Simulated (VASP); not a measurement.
**Gap of GaN, level by level**

Aim: compute the gap of GaN from the cheapest level upwards and hold each value against experiment. The levels: LDA, PBE, r2SCAN, TB-mBJ, SCAN, LAK, HSE06, B3LYP, PBE-EpsX, r2SCANh, HSEsol and PBE + SOC. LASPH is on for some levels and off for others; the table marks which. The start is a cell from a database of measured crystal structures.

Calculated with VASP 6.6.1; LDA; plane waves and PAW (Ga_d, N), in the first sound run; inputs show where later runs differ.

**What experiment says.**

For GaN, wurtzite (bulk crystal), “Studying electronic properties in GaN without electrical contacts using γ-γ vs e−-γ Perturbed Angular Correlations” (2019, pmc:6823545) quotes earlier work: band gap (direct gap at Gamma, earlier experiment) 3.503 ± 0.005 eV [Cited literature value; temperature and sample not stated].

Report form: the programs' logs are mostly left out.

The database entry behind the starting cell differs from later determinations by our own check (about 0.3 % short, ideal inner coordinate), so it need not match the best structure at ambient conditions.

## 1. Starting point

The structure is hexagonal, space group P6_3mc (No. 186). Conventional cell: a = 3.180 Å, b = 3.180 Å, c = 5.166 Å, α = 90.00°, β = 90.00°, γ = 120.00°. Nearest to Ga lie 4 N at 1.94 to 1.95 Å. Nearest to N lie 4 Ga at 1.94 to 1.95 Å. Farther neighbours and most contacts between anions are not listed.

Structure file:

```xyz
4
Lattice="3.1800 0.0000 0.0000 -1.5900 2.7540 0.0000 0.0000 0.0000 5.1660" Properties=species:S:1:pos:R:3 pbc="T T T"
Ga    0.0000    1.8360    0.0000
Ga    1.5900    0.9180    2.5830
N     0.0000    1.8360    1.9373
N     1.5900    0.9180    4.5203
```

## 2. Bands with LDA, k 5×5×3

Levels along the symmetry lines show where the bands peak and cross; KPOINTS_OPT computes them in the converged potential. LDA, the lowest rung, knows the local density alone.

Input file INCAR:

```
SYSTEM = GaN
PREC = Accurate
ENCUT = 520
EDIFF = 1E-06
NELM = 100
ISMEAR = 0
SIGMA = 0.02
LREAL = .FALSE.
ALGO = Normal
GGA = CA
NBANDS = 32
LORBIT = 11
LWAVE = .FALSE.
LCHARG = .FALSE.
KPAR = 8
```

Input file POSCAR:

```
GaN
1.0
    3.1800000000      0.0000000000      0.0000000000
   -1.5900000000      2.7539607840      0.0000000000
    0.0000000000      0.0000000000      5.1660000000
Ga N
2 2
Direct
    0.3333333333      0.6666666667      0.0000000000
    0.6666666667      0.3333333333      0.5000000000
    0.3333333333      0.6666666667      0.3750000000
    0.6666666667      0.3333333333      0.8750000000
```

Input file KPOINTS:

```
Automatic mesh
0
Gamma
5 5 3
0 0 0
```

Input file KPOINTS_OPT:

```
Line mode
16
Line-mode
Reciprocal
  0.00000000   0.00000000   0.00000000 GAMMA
  0.50000000   0.00000000   0.00000000 M

  0.50000000   0.00000000   0.00000000 M
  0.33333333   0.33333333   0.00000000 K

  0.33333333   0.33333333   0.00000000 K
  0.00000000   0.00000000   0.00000000 GAMMA

  0.00000000   0.00000000   0.00000000 GAMMA
  0.00000000   0.00000000   0.50000000 A

  0.00000000   0.00000000   0.50000000 A
  0.50000000   0.00000000   0.50000000 L

  0.50000000   0.00000000   0.50000000 L
  0.33333333   0.33333333   0.50000000 H

  0.33333333   0.33333333   0.50000000 H
  0.00000000   0.00000000   0.50000000 A

  0.50000000   0.00000000   0.50000000 L
  0.50000000   0.00000000   0.00000000 M

  0.33333333   0.33333333   0.00000000 K
  0.33333333   0.33333333   0.50000000 H
```

PAW data sets: Ga_d and N (PBE family, release 64).

The run is started by

```console
mpirun -np 8 vasp_std
```

Wall time 8.8 s (8 MPI ranks of Intel Xeon 6975P-C (Granite Rapids), shared host); peak memory 1.4 GiB.

Spin-orbit coupling is off here; it would split degenerate levels. The PAW data sets were made with PBE, though LDA sets exist; this is a small mismatch. At this level the cell is under a tension of 3.8 GPa, so at these settings it is away from equilibrium.

Numbers from this step:

```
SCF cycles                        : 15
electrons                         : 36
bands                             : 32
irreducible k-points              : 10
symmetry operations               : 12
free energy (TOTEN)               : -27.99 eV
Fermi energy                      : 5.186 eV
pressure                          : -3.832 GPa
metallic                          : no
least gap on mesh and path        : 1.976 eV
least direct gap on mesh and path : 1.976 eV
valence top at k                  : 0, 0, 0
conduction bottom at k            : 0, 0, 0
least direct gap at k             : 0, 0, 0
```

The electronic bands at the labelled points (eV, zero at the valence-band top; v1 is the highest filled band, c1 the lowest empty one):

```tsv
point	v4	v3	v2	v1	c1	c2	c3	c4
Γ	-1.08	-0.07	0.00	0.00	1.98	4.20	9.09	9.73
0.47 of the way	-2.64	-1.96	-0.67	-0.45	4.14	5.82	7.37	8.46
M	-4.34	-2.82	-2.31	-1.01	4.91	5.52	5.93	8.52
0.47 of the way	-4.32	-3.60	-2.44	-1.82	5.49	6.33	6.47	8.39
K	-5.42	-3.09	-3.09	-2.76	4.95	7.74	7.74	8.28
0.47 of the way	-3.94	-2.66	-1.17	-1.08	5.16	6.76	7.11	7.46
Γ	-1.08	-0.07	0.00	0.00	1.98	4.20	9.09	9.73
0.53 of the way	-0.91	-0.91	-0.19	-0.19	3.23	4.32	8.66	9.33
A	-0.55	-0.55	-0.55	-0.55	4.23	4.23	8.36	8.36
0.47 of the way	-2.09	-2.09	-1.25	-1.25	5.21	5.21	7.51	7.51
L	-1.99	-1.99	-1.95	-1.95	4.30	4.30	7.68	7.68
0.47 of the way	-3.17	-3.17	-1.66	-1.66	5.18	5.18	8.00	8.00
H	-4.30	-4.30	-1.53	-1.53	6.38	6.38	7.17	7.17
0.53 of the way	-2.10	-2.10	-1.76	-1.76	5.58	5.58	7.49	7.49
A	-0.55	-0.55	-0.55	-0.55	4.23	4.23	8.36	8.36
jump to L	-1.99	-1.99	-1.95	-1.95	4.30	4.30	7.68	7.68
0.47 of the way	-3.28	-2.56	-1.72	-1.35	4.17	4.95	7.56	7.70
M	-4.34	-2.82	-2.31	-1.01	4.91	5.52	5.93	8.52
jump to K	-5.42	-3.09	-3.09	-2.76	4.95	7.74	7.74	8.28
0.47 of the way	-5.16	-3.22	-2.34	-2.34	5.64	7.22	7.22	8.09
H	-4.30	-4.30	-1.53	-1.53	6.38	6.38	7.17	7.17
```

Of the projections kept (Ga, N), the largest for each band there; the rest of the weight can lie on other orbitals:

```tsv
point	v4	v3	v2	v1	c1	c2	c3	c4
Γ	N 0.72	N 0.77	N 0.78	N 0.78	N 0.60	Ga 0.71	N 0.81	Ga 1.00
M	N 0.54	N 0.66	N 0.63	N 0.73	Ga 0.88	Ga 0.59	Ga 0.52	N 0.65
K	N 0.55	N 0.61	N 0.61	N 0.63	Ga 0.89	N 0.57	N 0.57	N 0.70
Γ	N 0.72	N 0.77	N 0.78	N 0.78	N 0.60	Ga 0.71	N 0.81	Ga 1.00
A	N 0.74	N 0.74	N 0.74	N 0.74	N 0.54	N 0.54	Ga 0.62	Ga 0.62
L	N 0.68	N 0.68	N 0.68	N 0.68	Ga 0.73	Ga 0.73	Ga 0.76	Ga 0.76
```

Force by atom:

```tsv
atom	x (eV/Å)	y (eV/Å)	z (eV/Å)	size
Ga1	0.000	0.000	-0.126	0.126
Ga2	0.000	0.000	-0.126	0.126
N3	0.000	0.000	0.126	0.126
N4	0.000	0.000	0.126	0.126
```

The gap is 1.98 eV, direct at Γ. The direct gap lies -1.53 eV from the measured 3.50 eV.

## 3. Bands with PBE, k 5×5×3

This step: PBE; plane waves and PAW (Ga_d, N) (VASP 6.6.1).

PBE, the usual starting point, adds the gradient of the density.

INCAR, as its differences from that of step 2:

```diff
@@ -9,3 +9,3 @@
 ALGO = Normal
-GGA = CA
+GGA = PE
 NBANDS = 32
```

POSCAR is that of step 2.

KPOINTS is that of step 2.

KPOINTS_OPT is that of step 2.

The run is started by

```console
mpirun -np 8 vasp_std
```

Run time: 9.2 s. Hardware: 8 MPI ranks; peak memory 1.4 GiB.

At this level the cell is under a pressure of 7.3 GPa, so at these settings it is away from equilibrium.

Numbers from this step:

```
SCF cycles                        : 14
free energy (TOTEN)               : -24.26 eV
Fermi energy                      : 5.634 eV
pressure                          : 7.260 GPa
least gap on mesh and path        : 1.968 eV
least direct gap on mesh and path : 1.968 eV
```

The electronic bands at the labelled points (eV, zero at the valence-band top; v1 is the highest filled band, c1 the lowest empty one):

```tsv
point	v4	v3	v2	v1	c1	c2	c3	c4
Γ	-1.06	-0.06	0.00	0.00	1.97	4.29	9.25	9.91
0.47 of the way	-2.64	-1.93	-0.66	-0.44	4.18	5.95	7.53	8.62
M	-4.28	-2.79	-2.27	-0.99	5.06	5.60	6.07	8.67
0.47 of the way	-4.26	-3.55	-2.40	-1.79	5.64	6.47	6.56	8.53
K	-5.34	-3.05	-3.05	-2.72	5.12	7.87	7.87	8.44
0.47 of the way	-3.93	-2.63	-1.16	-1.06	5.22	6.90	7.25	7.63
Γ	-1.06	-0.06	0.00	0.00	1.97	4.29	9.25	9.91
0.53 of the way	-0.90	-0.90	-0.18	-0.18	3.26	4.41	8.82	9.51
A	-0.55	-0.55	-0.55	-0.55	4.29	4.29	8.53	8.53
0.47 of the way	-2.06	-2.06	-1.23	-1.23	5.30	5.30	7.66	7.66
L	-1.96	-1.96	-1.93	-1.93	4.42	4.42	7.83	7.83
0.47 of the way	-3.12	-3.12	-1.63	-1.63	5.29	5.29	8.15	8.15
H	-4.23	-4.23	-1.51	-1.51	6.48	6.48	7.33	7.33
0.53 of the way	-2.07	-2.07	-1.73	-1.73	5.68	5.68	7.64	7.64
A	-0.55	-0.55	-0.55	-0.55	4.29	4.29	8.53	8.53
jump to L	-1.96	-1.96	-1.93	-1.93	4.42	4.42	7.83	7.83
0.47 of the way	-3.24	-2.52	-1.69	-1.33	4.27	5.09	7.69	7.84
M	-4.28	-2.79	-2.27	-0.99	5.06	5.60	6.07	8.67
jump to K	-5.34	-3.05	-3.05	-2.72	5.12	7.87	7.87	8.44
0.47 of the way	-5.08	-3.17	-2.31	-2.31	5.79	7.33	7.33	8.25
H	-4.23	-4.23	-1.51	-1.51	6.48	6.48	7.33	7.33
```

Of the projections kept (Ga, N), the largest for each band there; the rest of the weight can lie on other orbitals:

```tsv
point	v4	v3	v2	v1	c1	c2	c3	c4
Γ	N 0.72	N 0.77	N 0.78	N 0.78	N 0.58	Ga 0.72	N 0.81	Ga 1.00
M	N 0.54	N 0.66	N 0.63	N 0.73	Ga 0.89	Ga 0.60	Ga 0.53	N 0.64
K	N 0.55	N 0.61	N 0.61	N 0.63	Ga 0.89	N 0.56	N 0.56	N 0.70
Γ	N 0.72	N 0.77	N 0.78	N 0.78	N 0.58	Ga 0.72	N 0.81	Ga 1.00
A	N 0.74	N 0.74	N 0.74	N 0.74	N 0.53	N 0.53	Ga 0.63	Ga 0.63
L	N 0.68	N 0.68	N 0.68	N 0.68	Ga 0.74	Ga 0.74	Ga 0.76	Ga 0.76
```

Force by atom:

```tsv
atom	x (eV/Å)	y (eV/Å)	z (eV/Å)	size
Ga1	0.000	0.000	-0.134	0.134
Ga2	0.000	0.000	-0.134	0.134
N3	0.000	0.000	0.134	0.134
N4	0.000	0.000	0.134	0.134
```

The gap is 1.97 eV, direct at Γ. Against LDA that is -0.01 eV; the cost is about the same. The direct gap lies -1.54 eV from the measured 3.50 eV.

## 4. Bands with r2SCAN, k 5×5×3

This step: r2SCAN; plane waves and PAW (Ga_d, N) (VASP 6.6.1).

r2SCAN adds the kinetic-energy density, costs more than a GGA and is run with LASPH.

INCAR, as its differences from that of step 3:

```diff
@@ -9,3 +9,4 @@
 ALGO = Normal
-GGA = PE
+METAGGA = R2SCAN
+LASPH = .TRUE.
 NBANDS = 32
```

POSCAR is that of step 3.

KPOINTS is that of step 3.

KPOINTS_OPT is that of step 3.

The run is started by

```console
mpirun -np 8 vasp_std
```

It took 28 s on 8 MPI ranks; peak memory 1.5 GiB; 3.5 min of CPU time.

The PAW data sets were made with PBE, which is usual practice but a small mismatch for other functionals. At this level the cell is under a pressure of 2.1 GPa, so at these settings it is away from equilibrium.

Electronic bands along the path, in eV, zero at the valence-band top; v1 is the highest filled band, c1 the lowest empty one:

```tsv
point	v4	v3	v2	v1	c1	c2	c3	c4
Γ	-1.09	-0.06	0.00	0.00	2.37	4.83	10.00	10.59
0.47 of the way	-2.69	-1.99	-0.66	-0.45	4.65	6.53	8.12	9.27
M	-4.36	-2.87	-2.29	-1.02	5.57	6.14	6.56	9.40
0.47 of the way	-4.33	-3.63	-2.44	-1.84	6.09	7.03	7.17	9.25
K	-5.43	-3.11	-3.11	-2.79	5.55	8.56	8.56	9.08
0.47 of the way	-4.02	-2.67	-1.19	-1.08	5.74	7.44	7.88	8.23
Γ	-1.09	-0.06	0.00	0.00	2.37	4.83	10.00	10.59
0.53 of the way	-0.92	-0.92	-0.19	-0.19	3.68	4.94	9.53	10.22
A	-0.56	-0.56	-0.56	-0.56	4.79	4.79	9.23	9.23
0.47 of the way	-2.10	-2.10	-1.27	-1.27	5.82	5.82	8.30	8.30
L	-2.02	-2.02	-1.98	-1.98	4.90	4.90	8.47	8.47
0.47 of the way	-3.19	-3.19	-1.68	-1.68	5.80	5.80	8.80	8.80
H	-4.32	-4.32	-1.55	-1.55	7.07	7.07	7.87	7.87
0.53 of the way	-2.12	-2.12	-1.76	-1.76	6.20	6.20	8.28	8.28
A	-0.56	-0.56	-0.56	-0.56	4.79	4.79	9.23	9.23
jump to L	-2.02	-2.02	-1.98	-1.98	4.90	4.90	8.47	8.47
0.47 of the way	-3.31	-2.60	-1.73	-1.37	4.74	5.60	8.32	8.49
M	-4.36	-2.87	-2.29	-1.02	5.57	6.14	6.56	9.40
jump to K	-5.43	-3.11	-3.11	-2.79	5.55	8.56	8.56	9.08
0.47 of the way	-5.19	-3.24	-2.36	-2.36	6.25	7.96	7.96	8.87
H	-4.32	-4.32	-1.55	-1.55	7.07	7.07	7.87	7.87
```

Of the projections kept (Ga, N), the largest for each band there; the rest of the weight can lie on other orbitals:

```tsv
point	v4	v3	v2	v1	c1	c2	c3	c4
Γ	N 0.71	N 0.77	N 0.77	N 0.77	N 0.57	Ga 0.72	N 0.80	Ga 1.00
M	N 0.55	N 0.66	N 0.64	N 0.73	Ga 0.89	Ga 0.62	Ga 0.54	N 0.63
K	Ga 0.56	N 0.61	N 0.61	N 0.63	Ga 0.90	N 0.55	N 0.55	N 0.68
Γ	N 0.71	N 0.77	N 0.77	N 0.77	N 0.57	Ga 0.72	N 0.80	Ga 1.00
A	N 0.74	N 0.74	N 0.74	N 0.74	N 0.53	N 0.53	Ga 0.64	Ga 0.64
L	N 0.68	N 0.68	N 0.68	N 0.68	Ga 0.75	Ga 0.75	Ga 0.78	Ga 0.78
```

The gap is 2.37 eV, direct at Γ. Against LDA that is +0.40 eV; this run took 3.2 times the core time. The direct gap lies -1.13 eV from the measured 3.50 eV.

## 5. Bands with TB-mBJ, k 5×5×3

This step: TB-mBJ; plane waves and PAW (Ga_d, N) (VASP 6.6.1).

TB-mBJ is a local potential fitted to gaps: it costs far less than a hybrid but gives no energy.

INCAR, as its differences from that of step 4:

```diff
@@ -4,3 +4,3 @@
 EDIFF = 1E-06
-NELM = 100
+NELM = 150
 ISMEAR = 0
@@ -9,3 +9,3 @@
 ALGO = Normal
-METAGGA = R2SCAN
+METAGGA = MBJ
 LASPH = .TRUE.
```

POSCAR is that of step 4.

KPOINTS is that of step 4.

KPOINTS_OPT is that of step 4.

The run is started by

```console
mpirun -np 8 vasp_std
```

The job ended after 32 s (8 MPI ranks; peak memory 1.7 GiB).

This functional is a potential without an energy, so its energies, forces and stress mean nothing and are not read.

The electronic bands at the labelled points (eV, zero at the valence-band top; v1 is the highest filled band, c1 the lowest empty one):

```tsv
point	v4	v3	v2	v1	c1	c2	c3	c4
Γ	-0.99	-0.04	0.00	0.00	3.15	5.73	10.70	11.38
0.47 of the way	-2.38	-1.79	-0.58	-0.41	5.29	7.40	8.90	9.98
M	-3.92	-2.60	-2.00	-0.93	6.52	6.88	7.35	10.16
0.47 of the way	-3.87	-3.25	-2.15	-1.64	6.95	7.85	7.85	9.99
K	-4.85	-2.78	-2.78	-2.49	6.50	9.28	9.28	9.77
0.47 of the way	-3.62	-2.36	-1.06	-0.95	6.38	8.24	8.69	9.02
Γ	-0.99	-0.04	0.00	0.00	3.15	5.73	10.70	11.38
0.53 of the way	-0.83	-0.83	-0.17	-0.17	4.32	5.80	10.21	10.95
A	-0.50	-0.50	-0.50	-0.50	5.51	5.51	9.94	9.94
0.47 of the way	-1.85	-1.85	-1.13	-1.13	6.54	6.54	9.10	9.10
L	-1.82	-1.82	-1.79	-1.79	5.78	5.78	9.26	9.26
0.47 of the way	-2.84	-2.84	-1.51	-1.51	6.60	6.60	9.58	9.58
H	-3.84	-3.84	-1.41	-1.41	7.84	7.84	8.62	8.62
0.53 of the way	-1.89	-1.89	-1.54	-1.54	6.89	6.89	9.08	9.08
A	-0.50	-0.50	-0.50	-0.50	5.51	5.51	9.94	9.94
jump to L	-1.82	-1.82	-1.79	-1.79	5.78	5.78	9.26	9.26
0.47 of the way	-2.97	-2.35	-1.54	-1.24	5.61	6.50	9.06	9.21
M	-3.92	-2.60	-2.00	-0.93	6.52	6.88	7.35	10.16
jump to K	-4.85	-2.78	-2.78	-2.49	6.50	9.28	9.28	9.77
0.47 of the way	-4.63	-2.88	-2.11	-2.11	7.12	8.68	8.68	9.57
H	-3.84	-3.84	-1.41	-1.41	7.84	7.84	8.62	8.62
```

Of the projections kept (Ga, N), the largest for each band there; the rest of the weight can lie on other orbitals:

```tsv
point	v4	v3	v2	v1	c1	c2	c3	c4
Γ	N 0.74	N 0.77	N 0.77	N 0.77	N 0.56	Ga 0.73	N 0.79	Ga 1.00
M	N 0.60	N 0.70	N 0.68	N 0.75	Ga 0.90	Ga 0.61	Ga 0.59	N 0.60
K	Ga 0.50	N 0.66	N 0.66	N 0.67	Ga 0.91	N 0.51	N 0.51	N 0.66
Γ	N 0.74	N 0.77	N 0.77	N 0.77	N 0.56	Ga 0.73	N 0.79	Ga 1.00
A	N 0.75	N 0.75	N 0.75	N 0.75	N 0.54	N 0.54	Ga 0.66	Ga 0.66
L	N 0.71	N 0.71	N 0.71	N 0.71	Ga 0.74	Ga 0.74	Ga 0.81	Ga 0.81
```

The gap is 3.15 eV, direct at Γ. Against LDA that is +1.17 eV; this run took 3.6 times the core time. The direct gap lies -0.35 eV from the measured 3.50 eV.

## 6. Bands with SCAN, k 5×5×3

This step: SCAN; plane waves and PAW (Ga_d, N) (VASP 6.6.1).

SCAN adds the kinetic-energy density; it is numerically more delicate than r2SCAN.

INCAR, as its differences from that of step 5:

```diff
@@ -4,3 +4,3 @@
 EDIFF = 1E-06
-NELM = 150
+NELM = 100
 ISMEAR = 0
@@ -9,3 +9,3 @@
 ALGO = Normal
-METAGGA = MBJ
+METAGGA = SCAN
 LASPH = .TRUE.
```

POSCAR is that of step 5.

KPOINTS is that of step 5.

KPOINTS_OPT is that of step 5.

The run is started by

```console
mpirun -np 8 vasp_std
```

The job ended after 29 s (8 MPI ranks; peak memory 1.5 GiB).

The electronic bands at the labelled points (eV, zero at the valence-band top; v1 is the highest filled band, c1 the lowest empty one):

```tsv
point	v4	v3	v2	v1	c1	c2	c3	c4
Γ	-1.10	-0.05	0.00	0.00	2.27	4.75	9.95	10.52
0.47 of the way	-2.71	-1.99	-0.66	-0.45	4.58	6.46	8.07	9.23
M	-4.36	-2.87	-2.29	-1.02	5.53	6.08	6.52	9.32
0.47 of the way	-4.33	-3.62	-2.43	-1.84	6.07	6.99	7.08	9.17
K	-5.45	-3.10	-3.10	-2.78	5.54	8.47	8.47	9.05
0.47 of the way	-4.04	-2.68	-1.19	-1.07	5.67	7.40	7.81	8.19
Γ	-1.10	-0.05	0.00	0.00	2.27	4.75	9.95	10.52
0.53 of the way	-0.92	-0.92	-0.19	-0.19	3.60	4.86	9.49	10.15
A	-0.56	-0.56	-0.56	-0.56	4.70	4.70	9.18	9.18
0.47 of the way	-2.10	-2.10	-1.27	-1.27	5.76	5.76	8.24	8.24
L	-2.02	-2.02	-1.98	-1.98	4.85	4.85	8.41	8.41
0.47 of the way	-3.19	-3.19	-1.68	-1.68	5.75	5.75	8.74	8.74
H	-4.31	-4.31	-1.55	-1.55	7.00	7.00	7.85	7.85
0.53 of the way	-2.12	-2.12	-1.76	-1.76	6.14	6.14	8.21	8.21
A	-0.56	-0.56	-0.56	-0.56	4.70	4.70	9.18	9.18
jump to L	-2.02	-2.02	-1.98	-1.98	4.85	4.85	8.41	8.41
0.47 of the way	-3.31	-2.60	-1.73	-1.37	4.69	5.55	8.25	8.42
M	-4.36	-2.87	-2.29	-1.02	5.53	6.08	6.52	9.32
jump to K	-5.45	-3.10	-3.10	-2.78	5.54	8.47	8.47	9.05
0.47 of the way	-5.18	-3.24	-2.36	-2.36	6.24	7.88	7.89	8.84
H	-4.31	-4.31	-1.55	-1.55	7.00	7.00	7.85	7.85
```

Of the projections kept (Ga, N), the largest for each band there; the rest of the weight can lie on other orbitals:

```tsv
point	v4	v3	v2	v1	c1	c2	c3	c4
Γ	N 0.72	N 0.77	N 0.78	N 0.78	N 0.57	Ga 0.73	N 0.80	Ga 1.00
M	N 0.55	N 0.66	N 0.64	N 0.73	Ga 0.89	Ga 0.61	Ga 0.54	N 0.63
K	N 0.56	N 0.61	N 0.61	N 0.63	Ga 0.90	N 0.55	N 0.55	N 0.69
Γ	N 0.72	N 0.77	N 0.78	N 0.78	N 0.57	Ga 0.73	N 0.80	Ga 1.00
A	N 0.74	N 0.74	N 0.74	N 0.74	N 0.52	N 0.52	Ga 0.64	Ga 0.64
L	N 0.68	N 0.68	N 0.68	N 0.68	Ga 0.75	Ga 0.75	Ga 0.77	Ga 0.77
```

The gap is 2.27 eV, direct at Γ. Against LDA that is +0.30 eV; this run took 3.3 times the core time. The direct gap lies -1.23 eV from the measured 3.50 eV.

## 7. Bands with LAK, k 5×5×3

This step: LAK; plane waves and PAW (Ga_d, N) (VASP 6.6.1).

LAK is a meta-GGA built to open gaps without exact exchange.

INCAR, as its differences from that of step 6:

```diff
@@ -9,3 +9,3 @@
 ALGO = Normal
-METAGGA = SCAN
+METAGGA = LAK
 LASPH = .TRUE.
```

POSCAR is that of step 6.

KPOINTS is that of step 6.

KPOINTS_OPT is that of step 6.

The run is started by

```console
mpirun -np 8 vasp_std
```

Wall time 32 s (8 MPI ranks); peak memory 1.5 GiB.

At this level the cell is under a pressure of 8.2 GPa, so at these settings it is away from equilibrium.

The electronic bands at the labelled points (eV, zero at the valence-band top; v1 is the highest filled band, c1 the lowest empty one):

```tsv
point	v4	v3	v2	v1	c1	c2	c3	c4
Γ	-1.08	-0.06	0.00	0.00	2.79	5.29	10.49	11.02
0.47 of the way	-2.62	-1.96	-0.65	-0.45	5.04	6.98	8.55	9.73
M	-4.26	-2.83	-2.22	-1.01	6.04	6.59	6.97	9.86
0.47 of the way	-4.23	-3.55	-2.36	-1.80	6.53	7.47	7.59	9.70
K	-5.31	-3.03	-3.03	-2.72	6.01	8.99	8.99	9.54
0.47 of the way	-3.94	-2.61	-1.16	-1.05	6.14	7.87	8.32	8.67
Γ	-1.08	-0.06	0.00	0.00	2.79	5.29	10.49	11.02
0.53 of the way	-0.91	-0.91	-0.19	-0.19	4.05	5.39	10.01	10.67
A	-0.55	-0.55	-0.55	-0.55	5.20	5.20	9.69	9.69
0.47 of the way	-2.04	-2.04	-1.25	-1.25	6.24	6.24	8.74	8.74
L	-1.99	-1.99	-1.96	-1.96	5.36	5.36	8.91	8.91
0.47 of the way	-3.11	-3.11	-1.66	-1.66	6.24	6.24	9.24	9.24
H	-4.20	-4.20	-1.55	-1.55	7.53	7.53	8.30	8.30
0.53 of the way	-2.08	-2.08	-1.71	-1.71	6.62	6.62	8.72	8.72
A	-0.55	-0.55	-0.55	-0.55	5.20	5.20	9.69	9.69
jump to L	-1.99	-1.99	-1.96	-1.96	5.36	5.36	8.91	8.91
0.47 of the way	-3.24	-2.56	-1.70	-1.36	5.20	6.06	8.75	8.93
M	-4.26	-2.83	-2.22	-1.01	6.04	6.59	6.97	9.86
jump to K	-5.31	-3.03	-3.03	-2.72	6.01	8.99	8.99	9.54
0.47 of the way	-5.05	-3.16	-2.31	-2.31	6.70	8.40	8.40	9.32
H	-4.20	-4.20	-1.55	-1.55	7.53	7.53	8.30	8.30
```

Of the projections kept (Ga, N), the largest for each band there; the rest of the weight can lie on other orbitals:

```tsv
point	v4	v3	v2	v1	c1	c2	c3	c4
Γ	N 0.72	N 0.76	N 0.77	N 0.77	N 0.55	Ga 0.73	N 0.79	Ga 1.00
M	N 0.56	N 0.66	N 0.65	N 0.73	Ga 0.90	Ga 0.63	Ga 0.56	N 0.62
K	N 0.57	N 0.62	N 0.62	N 0.64	Ga 0.91	N 0.53	N 0.53	N 0.67
Γ	N 0.72	N 0.76	N 0.77	N 0.77	N 0.55	Ga 0.73	N 0.79	Ga 1.00
A	N 0.74	N 0.74	N 0.74	N 0.74	N 0.52	N 0.52	Ga 0.65	Ga 0.65
L	N 0.68	N 0.68	N 0.68	N 0.68	Ga 0.76	Ga 0.76	Ga 0.79	Ga 0.79
```

The gap is 2.79 eV, direct at Γ. Against LDA that is +0.81 eV; this run took 3.6 times the core time. The direct gap lies -0.72 eV from the measured 3.50 eV.

## 8. Starting orbitals for the hybrid

This step: PBE; plane waves and PAW (Ga_d, N) (VASP 6.6.1).

A hybrid converges badly from random orbitals, so a cheap semilocal run writes a WAVECAR on the same mesh first.

Input file INCAR:

```
SYSTEM = GaN
PREC = Accurate
ENCUT = 520
EDIFF = 1E-05
NELM = 100
ISMEAR = 0
SIGMA = 0.02
LREAL = .FALSE.
ALGO = Normal
GGA = PE
NBANDS = 24
LORBIT = 11
LWAVE = .TRUE.
LCHARG = .FALSE.
KPAR = 8
```

POSCAR is that of step 7.

KPOINTS is that of step 7.

The run is started by

```console
mpirun -np 8 vasp_std
```

Wall time 2.2 s (8 MPI ranks); peak memory 1.3 GiB; 12 s of CPU time.

The gap is read on the k-mesh alone, so it is an upper bound where the band edges lie off the mesh. At this level the cell is under a pressure of 7.2 GPa, so at these settings it is away from equilibrium.

A gap read on the k-mesh alone can miss the band edges.

This step gave:

| Item | Value |
| --- | --- |
| SCF cycles | 13 |
| bands | 24 |
| free energy (TOTEN) | -24.26 eV |
| Fermi energy | 5.593 eV |
| pressure | 7.227 GPa |
| gap on the k-mesh | 1.968 eV |
| least direct gap on the k-mesh | 1.968 eV |

Force by atom:

```tsv
atom	x (eV/Å)	y (eV/Å)	z (eV/Å)	size
Ga1	0.000	0.000	-0.134	0.134
Ga2	0.000	0.000	-0.134	0.134
N3	0.000	0.000	0.134	0.134
N4	0.000	0.000	0.134	0.134
```

[end of part 1 of 3]

[Lines on the potential files, build, host, timing and source positions are cut from VASP's logs without a mark.]

[Logs are printed without paths, hosts, clocks, repeated set-up lines and the standing remarks that a program may print on its own settings, such as how far it seeks lower states.]

[Hosts, paths, dates, database ids (printed as entryN), source tags and the programs' standing remarks are cut or masked in the printed files.]

[A measured line is paired with the nearest computed mode of its activity, which favours agreement.]
